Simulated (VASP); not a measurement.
Output of a VASP run:

OUTCAR:
```
 ion  position               nearest neighbor table
   1  0.224  0.224  0.224-   2 2.48   2 2.48   2 2.48
   2  0.776  0.776  0.776-   1 2.48   1 2.48   1 2.48
  LATTYP: Found a trigonal (rhomboedric) cell.
 ALAT       =     4.2302421999
 COS(alpha) =     0.6173346443
 Subroutine PRICEL returns:
 Original cell was already a primitive cell.
 Subroutine GETGRP returns: Found 12 space group operations
The static configuration has the point symmetry D_3d.
The dynamic configuration has the point symmetry D_3d.
 Subroutine INISYM returns: Found 12 space group operations
 Subroutine IBZKPT returns following result:
 Found     85 irreducible k-points:

 Following reciprocal coordinates:
            Coordinates               Weight
  0.000000  0.000000  0.000000      1.000000
  0.111111 -0.000000  0.000000      6.000000
  0.222222  0.000000  0.000000      6.000000
  0.333333  0.000000  0.000000      6.000000
  0.444444  0.000000  0.000000      6.000000
  0.111111  0.111111  0.000000      6.000000
  0.222222  0.111111  0.000000     12.000000
  0.333333  0.111111  0.000000     12.000000
  0.444444  0.111111  0.000000     12.000000
 -0.444444  0.111111 -0.000000     12.000000
 -0.333333  0.111111 -0.000000     12.000000
 -0.222222  0.111111 -0.000000     12.000000
 -0.111111  0.111111  0.000000      6.000000
  0.222222  0.222222  0.000000      6.000000
  0.333333  0.222222  0.000000     12.000000
  0.444444  0.222222  0.000000     12.000000
 -0.444444  0.222222 -0.000000     12.000000
 -0.333333  0.222222 -0.000000     12.000000
 -0.222222  0.222222  0.000000      6.000000
  0.333333  0.333333  0.000000      6.000000
  0.444444  0.333333  0.000000     12.000000
 -0.444444  0.333333  0.000000     12.000000
 -0.333333  0.333333  0.000000      6.000000
  0.444444  0.444444  0.000000      6.000000
 -0.444444  0.444444  0.000000      6.000000
  0.111111  0.111111  0.111111      2.000000
  0.222222  0.111111  0.111111      6.000000
  0.333333  0.111111  0.111111      6.000000
  0.444444  0.111111  0.111111      6.000000
 -0.444444  0.111111  0.111111      6.000000
 -0.333333  0.111111  0.111111      6.000000
 -0.222222  0.111111  0.111111      6.000000
 -0.111111  0.111111  0.111111      6.000000
  0.222222  0.222222  0.111111      6.000000
  0.333333  0.222222  0.111111     12.000000
  0.444444  0.222222  0.111111     12.000000
 -0.444444  0.222222  0.111111     12.000000
 -0.333333  0.222222  0.111111     12.000000
 -0.222222  0.222222  0.111111     12.000000
 -0.111111  0.222222  0.111111     12.000000
   k-points           NKPTS =     85   k-points in BZ     NKDIM =     85   number of bands    NBANDS=      9
   number of dos      NEDOS =    301   number of ions     NIONS =      2
   total plane-waves  NPLWV =  13824
   dimension x,y,z NGX =    24 NGY =   24 NGZ =   24
   dimension x,y,z NGXF=    48 NGYF=   48 NGZF=   48
   ions per type =               2
   PREC   = accura    normal or accurate (medium, high low for compatibility)
   ISTART =      0    job   : 0-new  1-cont  2-samecut
   ICHARG =      2    charge: 1-file 2-atom 10-const
   ISPIN  =      1    spin polarized calculation?
   LNONCOLLINEAR =      F non collinear calculations
   LSORBIT =      F    spin-orbit coupling
   INIWAV =      1    electr: 0-lowe 1-rand  2-diag
   ENCUT  =  300.0 eV  22.05 Ry    4.70 a.u.   5.97  5.97  5.97*2*pi/ulx,y,z
   NELM   =    100;   NELMIN=  2; NELMDL= -5     # of ELM steps
   EDIFF  = 0.1E-05   stopping-criterion for ELM
   LREAL  =      F    real-space projection
   NLSPLINE    = F    spline interpolate recip. space projectors
   LMAXMIX     =    4 max onsite mixed and CHGCAR
   VOSKOWN=      0    Vosko Wilk Nusair interpolation
   EDIFFG = 0.1E-04   stopping-criterion for IOM
   NSW    =      0    number of steps for IOM
   NBLOCK =      1;   KBLOCK =      1    inner block; outer block
...
```

### OSZICAR
```
       N       E                     dE             d eps       ncg     rms          rms(c)
DAV:   1     0.195516942632E+02    0.19552E+02   -0.32019E+03  1554   0.594E+02
DAV:   2    -0.850272393381E+01   -0.28054E+02   -0.27130E+02  2414   0.103E+02
DAV:   3    -0.931742837915E+01   -0.81470E+00   -0.81252E+00  1785   0.202E+01
DAV:   4    -0.932089388673E+01   -0.34655E-02   -0.34649E-02  1862   0.142E+00
DAV:   5    -0.932090454734E+01   -0.10661E-04   -0.10660E-04  1755   0.679E-02    0.357E+00
DAV:   6    -0.930412245407E+01    0.16782E-01   -0.90820E-03  1675   0.679E-01    0.215E+00
DAV:   7    -0.929640512255E+01    0.77173E-02   -0.18404E-02  1609   0.101E+00    0.846E-02
DAV:   8    -0.929653532327E+01   -0.13020E-03   -0.58299E-04  1585   0.179E-01    0.352E-02
DAV:   9    -0.929658909421E+01   -0.53771E-04   -0.84124E-05  1817   0.700E-02    0.142E-02
DAV:  10    -0.929658990775E+01   -0.81354E-06   -0.55175E-06  1702   0.162E-02
   1 F= -.92965899E+01 E0= -.92927343E+01  d E =-.771118E-02
```

File OUTCAR:
```
------------------------ aborting loop because EDIFF is reached ----------------------------------------
  FORCE on cell =-STRESS in cart. coord.  units (eV):
  Direction    XX          YY          ZZ          XY          YZ          ZX
  --------------------------------------------------------------------------------------
  Total        1.7177292      1.7177297      1.0927301      0.0000000      0.0000001      0.0000000
  in kB       63.5541407     63.5541600     40.4298418      0.0000000      0.0000037      0.0000000
  external PRESSURE =      55.8460475 kB  Pullay stress =       0.0000000 kB
  volume of cell :       43.30
      direct lattice vectors                 reciprocal lattice vectors
     1.850375000  1.068315000  3.650995000     0.270215497  0.156008966  0.091299298
    -1.850375000  1.068315000  3.650995000    -0.270215497  0.156008966  0.091299298
     0.000000000 -2.136629000  3.650995000     0.000000000 -0.312017932  0.091299341
 POSITION                                       TOTAL-FORCE (eV/Angst)
 -----------------------------------------------------------------------------------
      0.00000      0.00000      2.45818         0.000000      0.000000      0.649199
      0.00000      0.00000      8.49481         0.000000     -0.000000     -0.649199
 -----------------------------------------------------------------------------------
    total drift:                                0.000000     -0.000000      0.000000
  FREE ENERGIE OF THE ION-ELECTRON SYSTEM (eV)
  ---------------------------------------------------
  free  energy   TOTEN  =        -9.2965899078 eV

  energy  without entropy=       -9.2888787293  energy(sigma->0) =       -9.29273432
```
(Selected blocks of OUTCAR.)

**POSCAR**
```
As
1
    1.8503750000     1.0683150000     3.6509950000
   -1.8503750000     1.0683150000     3.6509950000
    0.0000000000    -2.1366290000     3.6509950000
As
2
Direct
  0.2244300000   0.2244300000   0.2244300000
  0.7755700000   0.7755700000   0.7755700000
```

Q: Reconstruct the remaining input files.

A: One answer among several that fit: the input of the run itself, PBE GGA, plane waves, VASP's PBE PAW potentials (set 64).

INCAR:
```
PREC = Accurate
LASPH = T
LWAVE = F
EDIFF = 1E-6
LREAL = F   # projection in real space or not
ALGO = Normal   # blocked Davidson
LMAXMIX = 4
ISMEAR = -1
GGA = PE   # PBE
ISIF = 2   # forces and stress, cell fixed
SIGMA = 0.1
NELM = 100   # most electronic steps
SYSTEM = As
LCHARG = F
ENCUT = 300   # plane-wave cut-off (eV)
```

File KPOINTS:
```
K-points
0
Gamma
  9 9 9
0 0 0
```

POTCAR, in this order: As (PBE.64 set). Program: vasp_std.

The structure comes from a computed database's As entry; how it stands against other phases isn't given here. The cell was not relaxed at this level.
